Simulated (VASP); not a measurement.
Computed with PBE GGA, VASP's PBE PAW potentials (set 64) (plane waves; VASP).

A VASP calculation is set up with these files.

**POSCAR**
```
MoSi2
1
    4.5850220000     0.0000000000     0.0000000000
    2.2925110000     8.2532860000     0.0000000000
    0.0000000000     0.0000000000    18.1707000000
Si Mo
12 6
Direct
  0.8628220000   0.1743570000   0.4298020000
  0.7458020000   0.4083960000   0.3302020000
  0.5935330000   0.7129350000   0.3697990000
  0.0150910000   0.8698180000   0.3902000000
  0.4014000000   0.0972010000   0.5498030000
  0.2843800000   0.3312400000   0.4501970000
  0.1321110000   0.6357790000   0.4898000000
  0.5536690000   0.7926620000   0.5102000000
  0.9399780000   0.0200450000   0.6697980000
  0.8229580000   0.2540840000   0.5701980000
  0.6706890000   0.5586230000   0.6098000000
  0.0922470000   0.7155060000   0.6302010000
  0.4389560000   0.0220870000   0.4100010000
  0.1696670000   0.5606650000   0.3499980000
  0.9775340000   0.9449320000   0.5300020000
  0.7082450000   0.4835100000   0.4699980000
  0.5161120000   0.8677760000   0.6500020000
  0.2468230000   0.4063540000   0.5899990000
```

INCAR:
```
ISMEAR=0   ! Gaussian
LWAVE=.False.
EDIFF=1E-6   ! SCF stop (eV)
ALGO=Normal   ! blocked Davidson
ENCUT=180   ! plane-wave cut-off (eV)
LCHARG=.False.
LASPH=.True.
SYSTEM=MoSi2
LREAL=Auto   ! projection in real space or not
ISIF=2
IDIPOL=3
PREC=Accurate
DIPOL=0.5 0.5 0.5
NELM=100   ! most electronic steps
GGA=PE
SIGMA=0.2
LDIPOL=.True.
LMAXMIX=4   ! l cut-off of mixed one-centre charges
```

File KPOINTS:
```
Automatic mesh
0
Gamma
6 6 1
0 0 0
```

POTCAR, in this order: Si Mo_sv (PBE.64 set). Program: vasp_std.

Output of the run:

OSZICAR:
```
       N       E                     dE             d eps       ncg     rms          rms(c)
DAV:   1     0.479779129368E+03    0.47978E+03   -0.48215E+04  2878   0.628E+02
DAV:   2    -0.101410099890E+03   -0.58119E+03   -0.56521E+03  2439   0.226E+02
DAV:   3    -0.133821386162E+03   -0.32411E+02   -0.31323E+02  2588   0.436E+01
DAV:   4    -0.135325174429E+03   -0.15038E+01   -0.14866E+01  2884   0.749E+00
DAV:   5    -0.135364993294E+03   -0.39819E-01   -0.39632E-01  2708   0.111E+00    0.594E+01
DAV:   6    -0.127595334449E+03    0.77697E+01   -0.10024E+02  2359   0.275E+01    0.173E+01
DAV:   7    -0.129907533687E+03   -0.23122E+01   -0.77438E+01  2317   0.252E+01    0.189E+01
DAV:   8    -0.124107339645E+03    0.58002E+01   -0.25170E+01  2632   0.133E+01    0.895E+00
DAV:   9    -0.123893211812E+03    0.21413E+00   -0.70535E+00  2629   0.688E+00    0.505E+00
DAV:  10    -0.123479607553E+03    0.41360E+00   -0.20761E+00  2637   0.406E+00    0.141E+00
DAV:  11    -0.123456141749E+03    0.23466E-01   -0.18964E-01  2581   0.146E+00    0.102E+00
DAV:  12    -0.123451753104E+03    0.43886E-02   -0.20870E-02  2572   0.430E-01    0.624E-01
DAV:  13    -0.123447635593E+03    0.41175E-02   -0.13577E-02  2428   0.280E-01    0.144E-01
DAV:  14    -0.123446970649E+03    0.66494E-03   -0.24073E-03  2684   0.128E-01    0.955E-02
DAV:  15    -0.123446847344E+03    0.12331E-03   -0.18330E-03  2364   0.122E-01    0.591E-02
DAV:  16    -0.123446400826E+03    0.44652E-03   -0.79435E-04  2524   0.736E-02    0.357E-02
DAV:  17    -0.123446754213E+03   -0.35339E-03   -0.12594E-04  2596   0.302E-02    0.275E-02
DAV:  18    -0.123447249794E+03   -0.49558E-03   -0.63622E-05  2294   0.221E-02    0.204E-02
DAV:  19    -0.123447528194E+03   -0.27840E-03   -0.36264E-05  2452   0.143E-02    0.106E-02
DAV:  20    -0.123447841359E+03   -0.31316E-03   -0.15332E-05  2316   0.114E-02    0.657E-03
DAV:  21    -0.123447983084E+03   -0.14173E-03   -0.57166E-06  1901   0.666E-03    0.295E-03
DAV:  22    -0.123448016435E+03   -0.33351E-04   -0.16570E-06  1628   0.379E-03    0.173E-03
DAV:  23    -0.123448026399E+03   -0.99643E-05   -0.86514E-07  1533   0.247E-03    0.667E-04
DAV:  24    -0.123448027336E+03   -0.93610E-06   -0.14560E-07  1356   0.111E-03
   1 F= -.12344803E+03 E0= -.12334715E+03  d E =-.201753E+00
```

**OUTCAR**
```
------------------------ aborting loop because EDIFF is reached ----------------------------------------
  FORCE on cell =-STRESS in cart. coord.  units (eV):
  Direction    XX          YY          ZZ          XY          YZ          ZX
  --------------------------------------------------------------------------------------
  Total     -118.0618431   -119.7755307   -114.4226315      0.0000000      0.6379017      0.0000000
  in kB     -275.0933958   -279.0864230   -266.6137459      0.0000000      1.4863611      0.0000000
  external PRESSURE =    -273.5978549 kB  Pullay stress =       0.0000000 kB
  volume of cell :      687.61
      direct lattice vectors                 reciprocal lattice vectors
     4.585022000  0.000000000  0.000000000     0.218101462 -0.060581931  0.000000000
     2.292511000  8.253286000  0.000000000     0.000000000  0.121163861  0.000000000
     0.000000000  0.000000000 18.170700000     0.000000000  0.000000000  0.055033653
 POSITION                                       TOTAL-FORCE (eV/Angst)
 -----------------------------------------------------------------------------------
      4.35577      1.43902      7.80980         0.000000     -0.075172     -0.351594
      4.35577      3.37061      6.00000         0.000000      0.733260      0.120757
      4.35577      5.88406      6.71951         0.000000     -0.246441      0.039878
      2.06326      7.17886      7.09021         0.000000     -0.389640     -0.106256
      2.06326      0.80223      9.99031        -0.000000     -0.161243      0.656379
      2.06326      2.73382      8.18039         0.000000      0.161243     -0.656379
      2.06326      5.24727      8.90001         0.000000     -0.162207     -0.106515
      4.35577      6.54207      9.27069         0.000000      0.162207      0.106515
      4.35577      0.16544     12.17070        -0.000000     -0.733260     -0.120757
      4.35577      2.09703     10.36090        -0.000000      0.075172      0.351594
      4.35577      4.61048     11.08049         0.000000      0.389640      0.106256
      2.06326      5.90528     11.45119         0.000000      0.246441     -0.039878
      2.06326      0.18229      7.45001         0.000000     -0.179361      1.370873
      2.06326      4.62733      6.35971         0.000000     -0.542217      1.268258
      6.64828      7.79879      9.63051         0.000000     -0.639623     -0.546272
      4.35577      3.99055      8.54019         0.000000      0.639623      0.546272
      4.35577      7.16200     11.81099         0.000000      0.542217     -1.268258
      2.06326      3.35376     10.72069         0.000000      0.179361     -1.370873
 -----------------------------------------------------------------------------------
    total drift:                               -0.016913     -0.016226     -0.004982
  FREE ENERGIE OF THE ION-ELECTRON SYSTEM (eV)
  ---------------------------------------------------
  free  energy   TOTEN  =      -123.4480273356 eV

  energy  without entropy=     -123.2462739067  energy(sigma->0) =     -123.34715062
```
(Selected blocks of OUTCAR.)

At this cut-off the stress carries a Pulay error, which pulls relaxed volumes low. The cell holds a wide vacuum, so values per volume refer to the whole cell.

The cell is a sheet with vacuum, built from a generated structure.
